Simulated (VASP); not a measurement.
Given:

```xyz
1
Lattice="-1.8616 1.8616 1.8616 1.8616 -1.8616 1.8616 1.8616 1.8616 -1.8616" Properties=species:S:1:pos:R:3 pbc="T T T"
In     1.8616     1.8616     1.8616
```

Calculation: PBEsol GGA with spin-orbit coupling, VASP's PBE PAW potentials (set 64) (plane waves; VASP). Numerical set-up: 400 eV cut-off, 12×12×12 Γ-centred mesh, Gaussian smearing of 0.050 eV, potentials In_d.

Problem. Give the energies of bands 11 to 18 at the high-symmetry points, in eV from the Fermi level.

Solution. 
```json
[
 {"band": "11", "Γ": "-9.61", "H": "0.93", "N": "-3.89", "P": "-2.25"},
 {"band": "12", "Γ": "-9.61", "H": "0.93", "N": "-3.89", "P": "-2.25"},
 {"band": "13", "Γ": "10.56", "H": "1.15", "N": "-3.22", "P": "-0.09"},
 {"band": "14", "Γ": "10.56", "H": "1.15", "N": "-3.22", "P": "-0.09"},
 {"band": "15", "Γ": "11.64", "H": "1.46", "N": "5.98", "P": "0.25"},
 {"band": "16", "Γ": "11.64", "H": "1.46", "N": "5.98", "P": "0.25"},
 {"band": "17", "Γ": "11.64", "H": "1.46", "N": "7.44", "P": "0.25"},
 {"band": "18", "Γ": "11.64", "H": "1.46", "N": "7.44", "P": "0.25"}
]
```

It has no gap at this level: it comes out as a metal or semimetal.

The structure was generated: In was put into the bcc type (Im-3m), which need not be its known phase. It was relaxed first.
